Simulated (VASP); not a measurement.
Energy against volume of PbTe (rock salt). Level of theory: revPBE GGA, VASP's PBE PAW potentials (set 64) (plane waves; VASP 6.6.1). Settings: 520 eV cut-off, 7×7×7 Γ-centred mesh, Gaussian smearing of 0.050 eV, potentials Te Pb_d.

```json
[
 {"V (Å³/atom)": "34.202", "E (eV/atom)": "-3.44791"},
 {"V (Å³/atom)": "35.294", "E (eV/atom)": "-3.46047"},
 {"V (Å³/atom)": "36.385", "E (eV/atom)": "-3.46450"},
 {"V (Å³/atom)": "37.477", "E (eV/atom)": "-3.46132"}
]
```

Question: Fit these four points and predict the energy of the run at 38.568 Å³/atom.

Answer: A cubic in V^(−2/3), the third-order Birch-Murnaghan form, passes through the four points with V0 = 36.42 Å³/atom and B0 = 35 GPa, and gives -3.4520 eV/atom there. The run gave -3.4520 eV/atom, +0.0 meV/atom from the fit; all five points give B0 = 35 GPa.

The compound is PbTe in the rock salt structure. It was relaxed first, which changed the volume by +8 %.
